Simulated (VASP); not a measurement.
VASP ran on this input.

### POSCAR
```
HoAs
1
    2.0463550000     1.1814640000     3.5023270000
   -2.0463550000     1.1814640000     3.5023270000
    0.0000000000    -2.3629270000     3.5023270000
Ho As
1 1
Direct
  0.7624000000   0.7624000000   0.7624000000
  0.2376000000   0.2376000000   0.2376000000
```

INCAR:
```
SYSTEM = HoAs
PREC = Accurate
ENCUT = 400
EDIFF = 1E-6
NELM = 100
ALGO = Normal
LREAL = .FALSE.
LASPH = .TRUE.
ISMEAR = 0
SIGMA = 0.05
GGA = PE
LMAXMIX = 6
LWAVE = .FALSE.
LCHARG = .FALSE.
ISIF = 2
ICHARG = 11
```

**KPOINTS**
```
Automatic mesh
0
Gamma
6 6 6
0 0 0
```

POTCAR, in this order: Ho_3 As (PBE.64 set). Program: vasp_std.

Output

**standard output**
```
 POSCAR found type information on POSCAR HoAs
 POSCAR found :  2 types and       2 ions
 Reading from existing POTCAR
 Reading from existing POTCAR
 LDA part: xc-table for (Slater+PW92), standard interpolation
 WARNING: stress and forces are not correct
 POSCAR, INCAR and KPOINTS ok, starting setup
 WAVECAR not read
 WARNING: CHGCAR is incomplete

 -----------------------------------------------------------------------------
|                                                                             |
|     EEEEEEE  RRRRRR   RRRRRR   OOOOOOO  RRRRRR      ###     ###     ###     |
|     E        R     R  R     R  O     O  R     R     ###     ###     ###     |
|     E        R     R  R     R  O     O  R     R     ###     ###     ###     |
|     EEEEE    RRRRRR   RRRRRR   O     O  RRRRRR       #       #       #      |
|     E        R   R    R   R    O     O  R   R                               |
|     E        R    R   R    R   O     O  R    R      ###     ###     ###     |
|     EEEEEEE  R     R  R     R  OOOOOOO  R     R     ###     ###     ###     |
|                                                                             |
|     ICHARG>10                                                               |
|                                                                             |
|       ---->  I REFUSE TO CONTINUE WITH THIS SICK JOB ... BYE!!! <----       |
|                                                                             |
 -----------------------------------------------------------------------------
```

Problem. From input and log, find the fault in this run and mend it.

Solution. The cause: ICHARG = 11 asks for a fixed density, but there is no CHGCAR. VASP stops with an error: ERROR: charge density could not be read from file CHGCAR for ICHARG>10 ----> I REFUSE TO CONTINUE WITH THIS SICK JOB ... BYE!!! <---- To mend it, run self-consistently first and keep its CHGCAR, or remove ICHARG. The plain static run on this cell (PBE GGA, plane waves, VASP's PBE PAW potentials (set 64)) converges, and its OSZICAR ends with
```
   1 F= -.12055408E+02 E0= -.12055141E+02  d E =-.535398E-03
```

The structure was generated: HoAs was put into the alpha-GeTe type (R3m), which need not be its known phase. The cell was not relaxed at this level. The 4f electrons are frozen in the core of the lanthanide potential, so 4f levels, which can set the real gap, and their magnetism are missing.
